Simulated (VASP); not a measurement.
An input for Quantum ESPRESSO's pw.x (written as the equivalent of a VASP run, and not itself run):

```
&CONTROL
  calculation = 'scf'
  pseudo_dir = './pseudo'
  outdir = './out'
  tprnfor = .true.
  tstress = .true.
/
&SYSTEM
  ibrav = 0
  nat = 4
  ntyp = 3
  ecutwfc = 72
  occupations = 'smearing'
  smearing = 'gaussian'
  degauss = 0.003675
  input_dft = 'pbe'
/
&ELECTRONS
  conv_thr = 7.3e-08
  electron_maxstep = 100
/
ATOMIC_SPECIES
  Sn 118.710 Sn.upf
  Pb 207.200 Pb.upf
  S 32.060 S.upf
CELL_PARAMETERS angstrom
     2.0947651    1.2094129    6.8464470
    -2.0947651    1.2094129    6.8464470
     0.0000000   -2.4188267    6.8464470
ATOMIC_POSITIONS crystal
  Sn   0.5000000  0.5000000  0.5000000
  Pb   0.0000000  0.0000000  1.0000000
  S    0.2472265  0.2472265  0.2472265
  S    0.7527735  0.7527735  0.7527735
K_POINTS automatic
  6 6 6 0 0 0
```

Task: Translate this input to VASP (INCAR, KPOINTS, POSCAR, choice of POTCAR).

Result: Several could match; the one computed here: 
### INCAR
```
SYSTEM = SnPbS2
PREC = Accurate
ENCUT = 400
EDIFF = 1E-6
NELM = 100
ALGO = Normal
LREAL = .FALSE.
LASPH = .TRUE.
ISMEAR = 0
SIGMA = 0.05
GGA = PE
LMAXMIX = 4
LWAVE = .FALSE.
LCHARG = .TRUE.
```

File KPOINTS:
```
kpoints
0
gamma
 6 6 6
0 0 0
```

### POSCAR
```
SnPbS2
1
    2.0947650615     1.2094128611     6.8464470494
   -2.0947650615     1.2094128611     6.8464470494
    0.0000000000    -2.4188267204     6.8464470492
Sn Pb S
1 1 2
Direct
  0.5000000000   0.5000000000   0.5000000000
  0.0000000000   0.0000000000   1.0000000000
  0.2472265435   0.2472265435   0.2472265435
  0.7527734565   0.7527734565   0.7527734565
```

POTCAR, in this order: Sn_d Pb_d S (PBE.64 set). Program: vasp_std.

What does not carry over: the potentials are each code's own (VASP's PAW set, PseudoDojo norm-conserving files in pw.x), so ENCUT and ecutwfc are chosen apart and not converted; conv_thr bounds pw.x's estimated SCF error, while EDIFF bounds the energy change between steps.

The structure comes from a computed database's SnPbS2 entry (R-3m); how it stands against other phases isn't given here. It was relaxed first.
